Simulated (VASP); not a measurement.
Level of theory: vdW-DF2, VASP's PBE PAW potentials (set 64) (plane waves; VASP).

VASP input:

### KPOINTS
```
Automatic mesh
0
G
 14 14 14
```

**POSCAR**
```
Pd
1.0
  0.0000000000   2.0402634289   2.0402634289
  2.0402634289   0.0000000000   2.0402634289
  2.0402634289   2.0402634289   0.0000000000
Pd
1
Cart
  2.0402634289   2.0402634289   0.0000000000
```

INCAR:
```
# general
SYSTEM   = Pd
PREC     = Accurate
ENCUT    = 520
LREAL    = .False.   # projection in real space or not
LASPH    = .True.

# electronic loop
EDIFF    = 1E-6   # SCF stop (eV)
NELM     = 100   # most electronic steps
ALGO     = Normal
LMAXMIX  = 4

# smearing
ISMEAR   = 1
SIGMA    = 0.1

# functional
GGA      = ML
LUSE_VDW = .True.
AGGAC    = 0.0
ZAB_VDW  = -1.8867

# ions
IBRION   = 2   # conjugate gradients
NSW      = 60   # most ionic steps
ISIF     = 3
EDIFFG   = -0.01   # ionic stop

# output
LWAVE    = .False.
LCHARG   = .False.
```

POTCAR, in this order: Pd (PBE.64 set). Program: vasp_std.

Q: What will the output report for the number of irreducible k-points (NKPTS), largest plane-wave count, number of space-group operations, FFT grid (NGX, NGY, NGZ)?

A: 
- number of irreducible k-points (NKPTS) = 104
- largest plane-wave count = 471
- number of space-group operations = 48
- FFT grid (NGX, NGY, NGZ) = 24 × 24 × 24

The compound is Pd in the fcc structure. It was relaxed first, which changed the volume by +15 %. The start is the result of an earlier pass.
